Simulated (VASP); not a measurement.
A cell of FeAl (CsCl type) near equilibrium:

```
AlFe
1.0
    2.83993     0.00000     0.00000
    0.00000     2.83993     0.00000
    0.00000     0.00000     2.83993
Al Fe
1 1
Direct
  0.50000   0.50000   0.50000
  0.00000   0.00000   0.00000
```

The numbers are results of r2SCAN meta-GGA, VASP's PBE PAW potentials (set 64) (plane waves; VASP), not measurements.

```tsv
run	ΔE (meV/atom)	σxx	σyy	σzz	largest shear component, with its sign (GPa)	largest force (eV/Å)
as it is	0.0	0.22	0.22	0.22	0.00	0.000
after one change	65.5	22.33	22.33	22.33	0.00	0.000
```
Stress is in GPa, positive when the cell is compressed.

Name the change that produced these shifts.
A. atom 1 (Al) moved by -0.150 Å along y
B. isotropic strain of -3.0 %
C. isotropic strain of +4.0 %
D. isotropic strain of -2.0 %

B, isotropic strain of -3.0 %

The compound is FeAl in the CsCl type structure. The run is not spin-polarised, so no magnetic state was tried. The electron count is odd and the run is not spin-polarised, which forces a metal.
